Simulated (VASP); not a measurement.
# Mg6CuSi (Amm2) in VASP: settings compared, part 2 of 2

VASP 6.6.1. Earlier steps stand in the parts before.

### Step 4. Single point, SCAN+D4 (volume scaled by 1.08)

INCAR

```
SYSTEM = Mg6CuSi
PREC = Accurate
ENCUT = 500
EDIFF = 1E-7
ISMEAR = -4
SIGMA = 0.1
LREAL = .FALSE.
LASPH = .TRUE.
NELM = 100
ALGO = Normal
ISIF = 2
LWAVE = .FALSE.
LCHARG = .FALSE.
METAGGA = SCAN
LMIXTAU = .TRUE.
IVDW = 13
NBANDS = 24
```

KPOINTS

```
Automatic mesh
0
G
  6 5 5
  0 0 0
```

POSCAR

```
Mg6CuSi
4.9772
    1.000009201499      0.000000000000      0.000000000000
    0.000000000000      0.638027714900      1.066389057783
    0.000000000000     -0.638027714900      1.066389057783
Cu Si Mg
1 1 6
Direct
    0.5000000000      0.8333640000      0.8333640000
    0.5000000000      0.3325240000      0.3325240000
    0.0000000000      0.1694000000      0.1694000000
    0.0000000000      0.6718100000      0.6718100000
    0.0000000000      0.6663200000      0.1580540000
    0.0000000000      0.1580540000      0.6663200000
    0.5000000000      0.8337240000      0.3348070000
    0.5000000000      0.3348070000      0.8337240000
```

Potentials or basis: VASP PAW PBE potentials, release 64 (Cu, Si, Mg).

The run is started by

```bash
cat potpaw_PBE.64/Cu/POTCAR potpaw_PBE.64/Si/POTCAR potpaw_PBE.64/Mg/POTCAR > POTCAR
mpirun -np 1 vasp_std > vasp.out
```

OUTCAR:

```text
SYSTEM = Mg6CuSi
   PREC = Accurate
   ENCUT = 500
   EDIFF = 1E-7
   ISMEAR = -4
   LREAL = .FALSE.
   LASPH = .TRUE.
   NELM = 100
   ISIF = 2
   METAGGA = SCAN
   IVDW = 13

 ion  position               nearest neighbor table
   1  0.500  0.833  0.833-   4 3.02   4 3.02   6 3.05   5 3.05   5 3.05   6 3.05   8 3.08   7 3.08
                             8 3.10   7 3.10
   2  0.500  0.333  0.333-   3 3.03   3 3.03   8 3.08   7 3.08   6 3.08   5 3.08   5 3.08   6 3.08
                             7 3.11   8 3.11
   3  0.000  0.169  0.169-   2 3.03   2 3.03   6 3.04   5 3.04   8 3.09   7 3.09   7 3.09   8 3.09
                             5 3.15   6 3.15   4 3.18   4 3.18
   4  0.000  0.672  0.672-   5 2.99   6 2.99   1 3.02   1 3.02   8 3.09   7 3.09   7 3.09   8 3.09
                             3 3.18   3 3.18   6 3.19   5 3.19
   5  0.000  0.666  0.158-   4 2.99   3 3.04   1 3.05   1 3.05   2 3.08   2 3.08   7 3.09   7 3.09
                             6 3.12   3 3.15   4 3.19   6 3.23
   6  0.000  0.158  0.666-   4 2.99   3 3.04   1 3.05   1 3.05   2 3.08   2 3.08   8 3.09   8 3.09
                             5 3.12   3 3.15   4 3.19   5 3.23
   7  0.500  0.834  0.335-   2 3.08   1 3.08   5 3.09   5 3.09   3 3.09   3 3.09   4 3.09   4 3.09
                             1 3.10   2 3.11   8 3.17   8 3.18
   8  0.500  0.335  0.834-   2 3.08   1 3.08   6 3.09   6 3.09   3 3.09   3 3.09   4 3.09   4 3.09
                             1 3.10   2 3.11   7 3.17   7 3.18

  LATTYP: Found a base centered orthorhombic cell.
 ALAT       =     6.3511830852
 B/A-ratio  =     1.6713835980
 C/A-ratio  =     0.7836722278

  Lattice vectors:

 A1 = (   0.0000000000,   3.1755915426,  -5.3076316184)
 A2 = (   0.0000000000,   3.1755915426,   5.3076316184)
 A3 = (   4.9772457977,   0.0000000000,   0.0000000000)

Analysis of symmetry for initial positions (statically):
=====================================================================
 Subroutine PRICEL returns:
 Original cell was already a primitive cell.

 Routine SETGRP: Setting up the symmetry group for a
 base centered orthorhombic supercell.

 Subroutine GETGRP returns: Found  4 space group operations
 (whereof  4 operations were pure point group operations)
 out of a pool of  8 trial point group operations.

The static configuration has the point symmetry C_2v.

Analysis of symmetry for dynamics (positions and initial velocities):
=====================================================================
 Subroutine PRICEL returns:
 Original cell was already a primitive cell.

 Routine SETGRP: Setting up the symmetry group for a
 base centered orthorhombic supercell.

 Subroutine GETGRP returns: Found  4 space group operations
 (whereof  4 operations were pure point group operations)
 out of a pool of  8 trial point group operations.

The dynamic configuration has the point symmetry C_2v.

 Subroutine INISYM returns: Found  4 space group operations
 (whereof  4 operations are pure point group operations),
 and found     1 'primitive' translations

----------------------------------------------------------------------------------------

                                     Primitive cell

  volume of cell :     167.7817

  direct lattice vectors                    reciprocal lattice vectors
     4.977245798  0.000000000  0.000000000     0.200914329  0.000000000  0.000000000
     0.000000000  3.175591543  5.307631618     0.000000000  0.157450980  0.094203976
     0.000000000 -3.175591543  5.307631618     0.000000000 -0.157450980  0.094203976

  length of vectors
[... 82 lines left out ...]
   dimension x,y,z NGXF=    72 NGYF=   96 NGZF=   96
   ions per type =               1   1   6
   NGX,Y,Z   is equivalent  to a cutoff of  12.02, 12.90, 12.90 a.u.
   NGXF,Y,Z  is equivalent  to a cutoff of  24.05, 25.80, 25.80 a.u.
 SYSTEM =  Mg6CuSi
   PREC   = accura    normal or accurate (medium, high low for compatibility)
   ISTART =      0    job   : 0-new  1-cont  2-samecut
   ICHARG =      2    charge: 1-file 2-atom 10-const
   ISPIN  =      1    spin polarized calculation?
   LNONCOLLINEAR =      F non collinear calculations
   LSORBIT =      F    spin-orbit coupling
   LASPH  =      T    aspherical Exc in radial PAW
   ENCUT  =  500.0 eV  36.75 Ry    6.06 a.u.   9.07 11.28 11.28*2*pi/ulx,y,z
   NELM   =    100;   NELMIN=  2; NELMDL= -5     # of ELM steps
   EDIFF  = 0.1E-06   stopping-criterion for ELM
   LREAL  =      F    real-space projection
   EDIFFG = 0.1E-05   stopping-criterion for IOM
   NSW    =      0    number of steps for IOM
   IBRION =     -1    ionic relax: 0-MD 1-quasi-New 2-CG
   NFREE  =      0    steps in history (QN), initial steepest desc. (CG)
   ISIF   =      2    stress and relaxation
   ISYM   =      2    0-nonsym 1-usesym 2-fastsym
   POTIM  = 0.5000    time-step for ionic-motion
   TEBEG  =    0.0;   TEEND  =   0.0 temperature during run
   PSTRESS=    0.0 pullay stress
   NELECT =      27.0000    total number of electrons
   NUPDOWN=      -1.0000    fix difference up-down
   EMIN   =  10.00;   EMAX   =-10.00  energy-range for DOS
   EFERMI =   0.00;   METHOD = LEGACY
   ISMEAR =    -4;   SIGMA  =   0.10  broadening in eV -4-tet -1-fermi 0-gaus
   EFERMI_NEDOS =   21; number of points for ismear=-14 and -15
   IALGO  =     38    algorithm
   IMIX   =      4    mixing-type and parameters
     AMIX     =   0.40;   BMIX     =  1.00
     AMIX_MAG =   1.60;   BMIX_MAG =  1.00
  volume/ion in A,a.u.               =      20.97       141.53
  Fermi-wavevector in a.u.,A,eV,Ry     =   0.890460  1.682726 10.788327  0.792920
  Thomas-Fermi vector in A             =   2.012154
   LORBIT       =      0    0 simple, 1 ext, 2 COOP (PROOUT), +10 PAW based schemes
   METAGGA = SCAN    functional components
   LHFCALC =     F    Hartree Fock is set to
   AEXX    =    0.0000 exact exchange contribution
   IVDW    =    13    specifies the selected vdW correction
   LEPSILON=     F    determine dielectric tensor
   LRPA    =     F    only Hartree local field effects (RPA)
 non-spin polarized calculation
 Fermi weights with tetrahedron method witout Bloechl corrections
  energy-cutoff  :      500.00
  volume of cell :      167.78
 maximum number of plane-waves:      4278
   NGX = 19   NGY = 23   NGZ = 23

 number of electron      26.9999986 magnetization

 Free energy of the ion-electron system (eV)
  ---------------------------------------------------
  ext. energy  EPLUGINS =         0.00000000
  ---------------------------------------------------
  free energy    TOTEN  =       -54.04230609 eV

  energy without entropy =      -54.04230609  energy(sigma->0) =      -54.04230609

 E-fermi :   3.3987     XC(G=0):  -9.5773

 val. band max:        3.5604499755   @ k =   0.0000  -0.2000   0.2000
 cond. band min:       3.0198418106   @ k =   0.5000   0.0000   0.0000
 fundamental gap:     -0.5406081649
 Fermi energy:         3.3986710973

 k-point     1 :       0.0000    0.0000    0.0000
  band No.  band energies     occupation
      1      -5.5786      2.00000
      2      -1.6737      2.00000
      3       0.0707      2.00000
      4       0.2033      2.00000
      5       0.2275      2.00000
      6       0.2629      2.00000
[... 637 lines left out ...]
     23       8.6497      0.00000
     24       8.8879      0.00000

 [... further k-points ...]

------------------------ aborting loop because EDIFF is reached ----------------------------------------

  DFT-D4 for vdW energy calculation

  Edisp (eV):   -0.41470

  FORCE on cell =-STRESS in cart. coord.  units (eV):
  Direction    XX          YY          ZZ          XY          YZ          ZX
  --------------------------------------------------------------------------------------
  -------------------------------------------------------------------------------------
  Total      -6.31276    -3.99487    -5.47382     0.00000     0.00000     0.00000
  in kB     -60.28170   -38.14770   -52.27048     0.00000     0.00000     0.00000
  external pressure =      -50.23 kB  Pullay stress =        0.00 kB

 VOLUME and BASIS-vectors are now :
 -----------------------------------------------------------------------------
  energy-cutoff  :      500.00
  volume of cell :      167.78
      direct lattice vectors                 reciprocal lattice vectors
     4.977245798  0.000000000  0.000000000     0.200914329  0.000000000  0.000000000
     0.000000000  3.175591543  5.307631618     0.000000000  0.157450980  0.094203976
     0.000000000 -3.175591543  5.307631618     0.000000000 -0.157450980  0.094203976

 POSITION                                       TOTAL-FORCE (eV/Angst)
 -----------------------------------------------------------------------------------
      2.48862      0.00000      8.84638         0.000000      0.000000     -0.010760
      2.48862      0.00000      3.52983         0.000000      0.000000     -0.033422
      0.00000      0.00000      1.79823         0.000000      0.000000     -0.022077
      0.00000      0.00000      7.13144         0.000000      0.000000      0.040942
      0.00000      1.61405      4.37547         0.000000      0.087397     -0.014489
      0.00000     -1.61405      4.37547         0.000000     -0.087397     -0.014489
      2.48862      1.58436      6.20213         0.000000     -0.030404      0.027148
      2.48862     -1.58436      6.20213         0.000000      0.030404      0.027148
 -----------------------------------------------------------------------------------
    total drift:                                0.000000      0.000000      0.010390

  FREE ENERGIE OF THE ION-ELECTRON SYSTEM (eV)
  ---------------------------------------------------
  free  energy   TOTEN  =       -54.4570068581 eV

  energy  without entropy=      -54.4570068581  energy(sigma->0) =      -54.45700686
```

It took 7.8 min on 1 thread of Intel Xeon Platinum 8559C (Emerald Rapids), shared host; peak memory 0.4 GiB.

Results:

| Item | Value |
| --- | --- |
| Free energy | -54.4570 eV |
| Pressure | -5.0 GPa |
| Largest force | 0.089 eV/Å |
| Band gap on the k mesh | none (metal or under the smearing width) |
| Dispersion energy per atom | -0.052 eV |

Forces in eV/Å, atoms in the order of the input:
```
Cu   0.000  0.000 -0.011
Si   0.000  0.000 -0.033
Mg   0.000  0.000 -0.022
Mg   0.000  0.000  0.041
Mg   0.000  0.087 -0.014
Mg   0.000 -0.087 -0.014
Mg   0.000 -0.030  0.027
Mg   0.000  0.030  0.027
```

Stress tensor (GPa, compression positive):
```
-6.03  0.00  0.00
 0.00 -3.81  0.00
 0.00  0.00 -5.23
```

Caveat: the PAW data sets were made with another functional, which shifts forces and pressure a little; pairwise dispersion overbinds metals, which lowers pressure and volume.

### Step 5. Single point, vdW-DF

INCAR

```
  AGGAC = 0.0
  ALGO = Fast
  EDIFF = 1E-6
  ENCUT = 250
  GGA = RE
  ISIF = 2
  ISMEAR = -4
  LASPH = True
  LCHARG = False
  LREAL = False
  LUSE_VDW = True
  LWAVE = False
  NBANDS = 24
  NELM = 80
  PREC = Accurate
  SIGMA = 0.5
```

KPOINTS

```
k-points
0
Gamma
  6 5 5
```

POSCAR: that of step 4 with these lines changed.

```diff
@@ -1,6 +1,6 @@
 Mg6CuSi
-4.9772
-    1.000009201499      0.000000000000      0.000000000000
-    0.000000000000      0.638027714900      1.066389057783
-    0.000000000000     -0.638027714900      1.066389057783
+1.0
+    4.8511850000      0.0000000000      0.0000000000
+    0.0000000000      3.0951620000      5.1732030000
+    0.0000000000     -3.0951620000      5.1732030000
 Cu Si Mg
```

Potentials or basis: VASP PAW PBE potentials, release 54 (Cu, Si, Mg).

The run is started by

```bash
cat potpaw_PBE.54/Cu/POTCAR potpaw_PBE.54/Si/POTCAR potpaw_PBE.54/Mg/POTCAR > POTCAR
mpirun -np 1 vasp_std > vasp.out
```

It took 65 s on 1 thread of Intel Xeon Platinum 8559C (Emerald Rapids), shared host; peak memory 0.38 GiB.

The run converged, but a check on its numbers failed (symmetry, net force, bounds or a known fault of this set-up), so they aren't taken as properties of the crystal.

Caveat: the cutoff lies under the usual one of these potentials, so the numbers hold a large basis-set error; the PAW data sets were made with another functional, which shifts forces and pressure a little.
